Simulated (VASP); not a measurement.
Method: PBE GGA, VASP's PBE PAW potentials (set 64) (plane waves; VASP 6.6.1).

A VASP calculation is set up with these files.

**KPOINTS**
```
Automatic mesh
0
Gamma
6 6 5
0 0 0
```

INCAR:
```
! general
SYSTEM   =  Ga
PREC     =  Accurate
ENCUT    =  300
LREAL    =  F
LASPH    =  T

! electronic loop
EDIFF    =  1E-6
NELM     =  100
ALGO     =  Normal
LMAXMIX  =  4

! smearing
ISMEAR   =  -1
SIGMA    =  0.136

! functional
GGA      =  PE

! ions
IBRION   =  2
NSW      =  50
ISIF     =  3
EDIFFG   =  -0.01

! output
LWAVE    =  F
LCHARG   =  F
```

POSCAR:
```
Ga
1
    2.2315370000    -3.8255830000     0.0000000000
    2.2315370000     3.8255830000     0.0000000000
    0.0000000000     0.0000000000     4.5873880000
Ga
4
Direct
  0.6557000000   0.3443000000   0.4154000000
  0.3443000000   0.6557000000   0.5846000000
  0.8443000000   0.1557000000   0.9154000000
  0.1557000000   0.8443000000   0.0846000000
```

POTCAR, in this order: Ga_d (PBE.64 set). Program: vasp_std.

Output

OUTCAR:
```
 ion  position               nearest neighbor table
   1  0.656  0.344  0.415-   2 2.51   4 2.70   4 2.70   3 2.71   3 2.71   2 2.77   2 2.77
   2  0.344  0.656  0.585-   1 2.51   3 2.70   3 2.70   4 2.71   4 2.71   1 2.77   1 2.77
   3  0.844  0.156  0.915-   4 2.51   2 2.70   2 2.70   1 2.71   1 2.71   4 2.77   4 2.77
   4  0.156  0.844  0.085-   3 2.51   1 2.70   1 2.70   2 2.71   2 2.71   3 2.77   3 2.77
  LATTYP: Found a base centered orthorhombic cell.
 ALAT       =     4.4630740000
 B/A-ratio  =     1.7143264934
 C/A-ratio  =     1.0278538962
 Subroutine PRICEL returns:
 Original cell was already a primitive cell.
 Subroutine GETGRP returns: Found  8 space group operations
The static configuration has the point symmetry C_2h.
 The point group associated with its full space group is D_2h.
The dynamic configuration has the point symmetry C_2h.
 Subroutine INISYM returns: Found  8 space group operations
 Subroutine IBZKPT returns following result:
 Found     39 irreducible k-points:

 Following reciprocal coordinates:
            Coordinates               Weight
  0.000000  0.000000  0.000000      1.000000
  0.166667  0.000000  0.000000      4.000000
  0.333333 -0.000000  0.000000      4.000000
  0.500000  0.000000  0.000000      2.000000
...
```

File OSZICAR:
```
...
DAV:   5    -0.116570256135E+02   -0.82933E-05   -0.12489E-04  2729   0.117E-01    0.418E-03
DAV:   6    -0.116570268044E+02   -0.11909E-05   -0.10974E-05  2920   0.336E-02    0.346E-03
DAV:   7    -0.116570263966E+02    0.40778E-06   -0.60336E-07  1454   0.857E-03
   3 F= -.11657026E+02 E0= -.11627064E+02  d E =-.176235E-01
       N       E                     dE             d eps       ncg     rms          rms(c)
DAV:   1    -0.116758004397E+02   -0.18774E-01   -0.24584E-01  2642   0.637E+00    0.792E-01
DAV:   2    -0.116616536413E+02    0.14147E-01   -0.32013E-02  2852   0.240E+00    0.356E-01
DAV:   3    -0.116582056045E+02    0.34480E-02   -0.45146E-03  2915   0.849E-01    0.773E-02
DAV:   4    -0.116578188496E+02    0.38675E-03   -0.72213E-04  2800   0.306E-01    0.553E-03
DAV:   5    -0.116578214620E+02   -0.26124E-05   -0.38459E-05  2716   0.643E-02    0.265E-03
DAV:   6    -0.116578209282E+02    0.53378E-06   -0.33995E-06  2276   0.210E-02
   4 F= -.11657821E+02 E0= -.11628156E+02  d E =-.184180E-01
       N       E                     dE             d eps       ncg     rms          rms(c)
DAV:   1    -0.116584421514E+02   -0.62069E-03   -0.78593E-03  2684   0.115E+00    0.141E-01
DAV:   2    -0.116579893825E+02    0.45277E-03   -0.10120E-03  2866   0.425E-01    0.638E-02
DAV:   3    -0.116578791960E+02    0.11019E-03   -0.14828E-04  2952   0.154E-01    0.136E-02
DAV:   4    -0.116578676789E+02    0.11517E-04   -0.23705E-05  2727   0.558E-02    0.107E-03
DAV:   5    -0.116578676919E+02   -0.12998E-07   -0.12554E-06  1624   0.121E-02
   5 F= -.11657868E+02 E0= -.11628256E+02  d E =-.184648E-01
       N       E                     dE             d eps       ncg     rms          rms(c)
DAV:   1    -0.116687754701E+02   -0.10908E-01   -0.18795E-01  2838   0.317E+00    0.609E-01
DAV:   2    -0.116627187737E+02    0.60567E-02   -0.12199E-02  2684   0.183E+00    0.364E-01
DAV:   3    -0.116591848018E+02    0.35340E-02   -0.45929E-03  2998   0.101E+00    0.258E-02
DAV:   4    -0.116593872542E+02   -0.20245E-03   -0.20843E-03  2537   0.450E-01    0.223E-02
DAV:   5    -0.116593834928E+02    0.37614E-05   -0.83472E-05  3530   0.916E-02    0.129E-02
DAV:   6    -0.116593822540E+02    0.12388E-05   -0.60583E-06  2089   0.541E-02    0.202E-03
DAV:   7    -0.116593822427E+02    0.11305E-07   -0.44392E-06  2205   0.236E-02
   6 F= -.11659382E+02 E0= -.11629778E+02  d E =-.151455E-02
       N       E                     dE             d eps       ncg     rms          rms(c)
DAV:   1    -0.116691408840E+02   -0.97586E-02   -0.17902E-01  2817   0.310E+00    0.594E-01
DAV:   2    -0.116633741391E+02    0.57667E-02   -0.11759E-02  2670   0.179E+00    0.355E-01
DAV:   3    -0.116600073031E+02    0.33668E-02   -0.43681E-03  2930   0.981E-01    0.255E-02
DAV:   4    -0.116602017226E+02   -0.19442E-03   -0.19982E-03  2572   0.441E-01    0.218E-02
DAV:   5    -0.116601978585E+02    0.38641E-05   -0.80140E-05  3533   0.904E-02    0.127E-02
DAV:   6    -0.116601967202E+02    0.11383E-05   -0.56972E-06  2049   0.526E-02    0.201E-03
DAV:   7    -0.116601966891E+02    0.31157E-07   -0.42200E-06  2246   0.230E-02
   7 F= -.11660197E+02 E0= -.11630553E+02  d E =-.232900E-02
       N       E                     dE             d eps       ncg     rms          rms(c)
DAV:   1    -0.116956605163E+02   -0.35464E-01   -0.72198E-01  2817   0.621E+00    0.119E+00
DAV:   2    -0.116724242693E+02    0.23236E-01   -0.46935E-02  2677   0.349E+00    0.711E-01
DAV:   3    -0.116589430591E+02    0.13481E-01   -0.18131E-02  3033   0.195E+00    0.519E-02
DAV:   4    -0.116596866661E+02   -0.74361E-03   -0.76789E-03  2544   0.852E-01    0.429E-02
DAV:   5    -0.116596766316E+02    0.10034E-04   -0.30536E-04  3396   0.174E-01    0.253E-02
DAV:   6    -0.116596689744E+02    0.76572E-05   -0.27657E-05  2614   0.108E-01    0.374E-03
DAV:   7    -0.116596695558E+02   -0.58144E-06   -0.19721E-05  2887   0.506E-02    0.257E-03
DAV:   8    -0.116596693420E+02    0.21385E-06   -0.29800E-06  1786   0.232E-02
   8 F= -.11659669E+02 E0= -.11629730E+02  d E =-.180165E-02
       N       E                     dE             d eps       ncg     rms          rms(c)
DAV:   1    -0.116784433529E+02   -0.18774E-01   -0.36330E-01  2825   0.447E+00    0.846E-01
DAV:   2    -0.116667927336E+02    0.11651E-01   -0.25193E-02  2656   0.256E+00    0.504E-01
DAV:   3    -0.116599706895E+02    0.68220E-02   -0.85132E-03  2940   0.134E+00    0.386E-02
DAV:   4    -0.116603605054E+02   -0.38982E-03   -0.39944E-03  2537   0.612E-01    0.307E-02
DAV:   5    -0.116603523725E+02    0.81328E-05   -0.15722E-04  3536   0.125E-01    0.177E-02
DAV:   6    -0.116603498179E+02    0.25547E-05   -0.12303E-05  2533   0.732E-02    0.277E-03
DAV:   7    -0.116603502466E+02   -0.42874E-06   -0.84444E-06  2684   0.328E-02
   9 F= -.11660350E+02 E0= -.11630656E+02  d E =-.248255E-02
       N       E                     dE             d eps       ncg     rms          rms(c)
DAV:   1    -0.116610492623E+02   -0.69944E-03   -0.14267E-02  2825   0.876E-01    0.168E-01
DAV:   2    -0.116605884418E+02    0.46082E-03   -0.93785E-04  2677   0.511E-01    0.100E-01
DAV:   3    -0.116603206637E+02    0.26778E-03   -0.33813E-04  2841   0.275E-01    0.729E-03
DAV:   4    -0.116603370166E+02   -0.16353E-04   -0.16680E-04  2530   0.129E-01    0.629E-03
DAV:   5    -0.116603366564E+02    0.36022E-06   -0.63516E-06  2776   0.266E-02
  10 F= -.11660337E+02 E0= -.11630609E+02  d E =-.246896E-02
       N       E                     dE             d eps       ncg     rms          rms(c)
DAV:   1    -0.116604671328E+02   -0.13012E-03   -0.23747E-03  2810   0.364E-01    0.684E-02
DAV:   2    -0.116603923074E+02    0.74825E-04   -0.17215E-04  2684   0.219E-01    0.409E-02
DAV:   3    -0.116603467873E+02    0.45520E-04   -0.55515E-05  2847   0.113E-01    0.288E-03
DAV:   4    -0.116603493612E+02   -0.25739E-05   -0.26604E-05  2544   0.507E-02    0.251E-03
DAV:   5    -0.116603492146E+02    0.14660E-06   -0.76277E-07  1314   0.996E-03
  11 F= -.11660349E+02 E0= -.11630635E+02  d E =-.248152E-02
       N       E                     dE             d eps       ncg     rms          rms(c)
DAV:   1    -0.116604156276E+02   -0.66266E-04   -0.12618E-03  2824   0.260E-01    0.498E-02
DAV:   2    -0.116603746478E+02    0.40980E-04   -0.82248E-05  2656   0.151E-01    0.297E-02
DAV:   3    -0.116603508235E+02    0.23824E-04   -0.29379E-05  2685   0.804E-02    0.224E-03
DAV:   4    -0.116603522949E+02   -0.14714E-05   -0.15360E-05  2558   0.392E-02    0.188E-03
DAV:   5    -0.116603521937E+02    0.10123E-06   -0.47215E-07  1265   0.805E-03
  12 F= -.11660352E+02 E0= -.11630648E+02  d E =-.248450E-02
       N       E                     dE             d eps       ncg     rms          rms(c)
DAV:   1    -0.116611592630E+02   -0.80697E-03   -0.19319E-02  2824   0.147E+00    0.176E-01
DAV:   2    -0.116605699331E+02    0.58933E-03   -0.25517E-03  2887   0.657E-01    0.778E-02
DAV:   3    -0.116604181960E+02    0.15174E-03   -0.26144E-04  3504   0.164E-01    0.212E-02
DAV:   4    -0.116604020010E+02    0.16195E-04   -0.46108E-05  2572   0.591E-02    0.330E-03
DAV:   5    -0.116604018545E+02    0.14645E-06   -0.31745E-06  2124   0.165E-02
  13 F= -.11660402E+02 E0= -.11630745E+02  d E =-.496609E-04
       N       E                     dE             d eps       ncg     rms          rms(c)
DAV:   1    -0.116604097217E+02   -0.77207E-05   -0.26481E-04  2817   0.172E-01    0.205E-02
DAV:   2    -0.116604017899E+02    0.79318E-05   -0.35785E-05  2831   0.778E-02    0.907E-03
DAV:   3    -0.116603995471E+02    0.22429E-05   -0.28828E-06  1661   0.191E-02    0.243E-03
DAV:   4    -0.116603992289E+02    0.31815E-06   -0.10112E-06  1224   0.988E-03
  14 F= -.11660399E+02 E0= -.11630737E+02  d E =-.470352E-04
```

File OUTCAR:
```
------------------------ aborting loop because EDIFF is reached ----------------------------------------
  FORCE on cell =-STRESS in cart. coord.  units (eV):
  Direction    XX          YY          ZZ          XY          YZ          ZX
  --------------------------------------------------------------------------------------
  Total        0.0029034     -0.0120970      0.0182120      0.0000000     -0.0000000      0.0000000
  in kB        0.0574598     -0.2394025      0.3604187      0.0000000     -0.0000000      0.0000000
  external PRESSURE =       0.0594920 kB  Pullay stress =       0.0000000 kB
  volume of cell :       80.96
      direct lattice vectors                 reciprocal lattice vectors
     2.290407320 -3.855131067 -0.000000000     0.218301782 -0.129697277  0.000000000
     2.290407320  3.855131067  0.000000000     0.218301782  0.129697277 -0.000000000
     0.000000000  0.000000000  4.584360654     0.000000000 -0.000000000  0.218132925
 POSITION                                       TOTAL-FORCE (eV/Angst)
 -----------------------------------------------------------------------------------
      2.29041     -1.20283      1.90634         0.000000     -0.006171      0.002889
      2.29041      1.20283      2.67802         0.000000      0.006171     -0.002889
      2.29041     -2.65230      4.19852         0.000000      0.006171      0.002889
      2.29041      2.65230      0.38584         0.000000     -0.006171     -0.002889
 -----------------------------------------------------------------------------------
    total drift:                               -0.000000     -0.000000      0.000000
  FREE ENERGIE OF THE ION-ELECTRON SYSTEM (eV)
  ---------------------------------------------------
  free  energy   TOTEN  =       -11.6603992289 eV

  energy  without entropy=      -11.6010755209  energy(sigma->0) =      -11.63073737

 reached required accuracy - stopping structural energy minimisation
```
(Selected blocks of OUTCAR.)

CONTCAR:
```
Ga
   1.00000000000000
     2.2904073204012168   -3.8551310668437004   -0.0000000000000000
     2.2904073204012168    3.8551310668437004    0.0000000000000000
     0.0000000000000000    0.0000000000000000    4.5843606535264358
  Ga
     4
Direct
     0.6560036582244704    0.3439963417755296    0.4158359286248851
     0.3439963417755296    0.6560036582244704    0.5841640713751149
     0.8439963417755296    0.1560036582244704    0.9158359286248851
     0.1560036582244704    0.8439963417755296    0.0841640713751150
```

### OUTCAR
```
 val. band max:        4.7109132175   @ k =  -0.3333   0.3333   0.2000

 cond. band min:       4.9455475782   @ k =  -0.1667   0.1667   0.4000


 Fermi energy:         4.7392418199

 k-point     1 :       0.0000    0.0000    0.0000
  band No.  band energies     occupation
      1     -10.3414      2.00000
      2     -10.3355      2.00000
      3     -10.3107      2.00000
      4     -10.2958      2.00000
      5     -10.2728      2.00000
      6     -10.2507      2.00000
      7     -10.1870      2.00000
      8     -10.1520      2.00000
      9     -10.1278      2.00000
     10     -10.1094      2.00000
     11     -10.1004      2.00000
     12     -10.0911      2.00000
     13     -10.0866      2.00000
     14     -10.0532      2.00000
     15     -10.0331      2.00000
     16      -9.9841      2.00000
     17      -9.9356      2.00000
     18      -9.9268      2.00000
     19      -9.9052      2.00000
     20      -9.8233      2.00000
     21      -6.0539      2.00000
     22       0.4998      2.00000
     23       1.0774      2.00000
     24       2.8760      2.00000
     25       3.0960      1.99999
     26       4.1255      1.97831
     27       5.6496      0.00247
     28       5.7185      0.00149
     29       5.8416      0.00060
     30       9.6116      0.00000
     31      10.0018      0.00000

 k-point     2 :       0.1667    0.0000    0.0000
  band No.  band energies     occupation
      1     -10.3444      2.00000
      2     -10.3253      2.00000
      3     -10.3178      2.00000
      4     -10.3042      2.00000
      5     -10.2587      2.00000
      6     -10.2418      2.00000
      7     -10.1984      2.00000
      8     -10.1949      2.00000
      9     -10.1417      2.00000
     10     -10.1276      2.00000
     11     -10.0847      2.00000
     12     -10.0710      2.00000
     13     -10.0646      2.00000
     14     -10.0445      2.00000
     15     -10.0161      2.00000
     16      -9.9650      2.00000
     17      -9.9427      2.00000
...
```

At this cut-off the stress carries a Pulay error, which pulls relaxed volumes low. Energy and stress use the plane-wave basis of the starting cell.

The structure comes from a computed database's Ga entry; how it stands against other phases isn't given here. This run relaxes it. Symmetry was kept, so distortions that lower it aren't found. The run is one of a series of settings (EDIFFG = -0.01, IBRION = 2, ISIF = 3, NSW = 50 against the base run), some of them coarse on purpose.
